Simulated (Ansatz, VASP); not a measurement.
**ScPb: VASP beside Ansatz**

INCAR

```
SYSTEM = ScPb
ALGO = Normal
EDIFF = 1E-6
EDIFFG = -0.005
ENCUT = 600
GGA = PE
IBRION = 2
ISIF = 3
ISMEAR = 0
LASPH = .TRUE.
LCHARG = .FALSE.
LREAL = .FALSE.
LWAVE = .FALSE.
NELM = 100
NSW = 100
PREC = Accurate
SIGMA = 0.1
```

File KPOINTS:

```
k-points
0
G
  15 15 10
  0 0 0
```

POSCAR

```
ScPb
1.0
    3.5440910289      0.0000000000      0.0000000000
   -1.7720455145      3.0692728643      0.0000000000
    0.0000000000      0.0000000000      4.7208297093
Sc Pb
1 1
Direct
    0.0000000000      0.0000000000      0.5000000000
    0.6666666667      0.3333333333      0.0000000000
```

Input for Ansatz:

```yaml
crystal:
  lattice:
    - [3.5440910289, 0.0, 0.0]
    - [-1.7720455145, 3.0692728643, 0.0]
    - [0.0, 0.0, 4.7208297093]
  atoms:
    - { symbol: Sc, position: [0.0, 0.0, 0.5] }
    - { symbol: Pb, position: [0.6666666667, 0.3333333333, 0.0] }
basis:
  ecutwfc: 420
kpoints:
  mp_grid: { grid: [15, 15, 10] }
hamiltonian:
  xc: pbe
scf:
  occupations: { method: gaussian, width: 0.1 }
output:
  forces: true
  stress: true
  eigenvalues: true
relax:
  adjacent_minimum: "off"
  f_tol: 0.005
  max_steps: 80
  cell: { stress_tol: 0.05 }
```

The cell comes from a database or a generator and needn't be the stable form of this composition.

Alike in both runs: task relaxation of cell and atoms; functional PBE; k mesh 15 × 15 × 10; occupations gaussian, width 0.1 eV; no spin polarisation.

```csv
,VASP,Ansatz
version,VASP 6.6.1,Ansatz 0.2.0
potentials or method,"VASP PAW PBE potentials, release 64 (Sc_sv, Pb_d)","scalar-relativistic, plane waves, PAW"
plane-wave cutoff (eV),600,420
valence electrons in the cell,25,25
```

```tsv
	VASP	Ansatz	Ansatz less VASP
gap on the k mesh at the Fermi level, each at its own relaxed structure (eV)	none	none	-
relaxed volume (Å³/atom)	25.60	25.57	-0.031
relaxed cell length with the largest relative difference (Å)	4.862	4.859	-0.0028
energy change over the relaxation (meV/atom)	-5	-5	+0.1
```

A gap of «none» marks a metal or a gap that the smearing closes.

Spin-orbit coupling is left out, which matters for the levels of Pb.
